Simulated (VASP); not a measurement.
Energy against volume of TiN (rock salt). These are PBE GGA with D4 dispersion, VASP's PBE PAW potentials (set 64) (plane waves; VASP) values and carry that method's errors.

| V (Å³/atom) | E (eV/atom) |
|---|---|
| 8.795 | -10.10548 |
| 9.076 | -10.13233 |
| 9.356 | -10.14041 |
| 9.637 | -10.13343 |
| 9.918 | -10.11358 |

Question: Fit a third-order Birch-Murnaghan equation of state.

Answer: 
```
Item                                            Value
---------------------------------------  ------------
volume per atom                          9.36 Å³/atom
bulk modulus                                  291 GPa
pressure derivative of the bulk modulus          5.40
lattice constant a                            4.215 Å
```

Measured: bulk modulus 288 GPa (computed value off by +0.9 %), as given by V. Krasnenko et al., Solid State Sciences (2013), arXiv:1306.3139; a 4.239 Å (computed value off by -0.6 %), as given by Guo-Xu Zhang et al., New Journal of Physics (2018), doi:10.1088/1367-2630/aac7f0. The calculation is for a static lattice, while the measured bulk modulus, a hold thermal and zero-point effects, which are part of the difference.

The compound is TiN in the rock salt structure. It was relaxed first.
